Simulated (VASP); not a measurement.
Here is the system:

```yaml
crystal:
  lattice:
    - [0.00000, 2.68748, 2.68748]
    - [2.68748, 0.00000, 2.68748]
    - [2.68748, 2.68748, 0.00000]
  atoms:
    - { symbol: Ce, position: [0.00000, 0.00000, 0.00000] }
    - { symbol: O, position: [0.25000, 0.25000, 0.25000] }
    - { symbol: O, position: [0.75000, 0.75000, 0.75000] }
```

All values below come from PBE GGA with D4 dispersion, VASP's PBE PAW potentials (set 64) (plane waves; VASP). Run with 520 eV cut-off, 7×7×7 Γ-centred mesh, Gaussian smearing of 0.050 eV, potentials Ce O.

### Question
Give the stress tensor in GPa (positive for a compressed cell).

### Answer

```
5.90  0.00  0.00
0.00  5.90  0.00
0.00  0.00  5.90
```
The pressure is its mean diagonal, 5.90 GPa.

The compound is CeO2 in the fluorite structure. This cell is one point of a volume scan, at 0.97 of the reference volume. The run is not spin-polarised, so no magnetic state was tried.
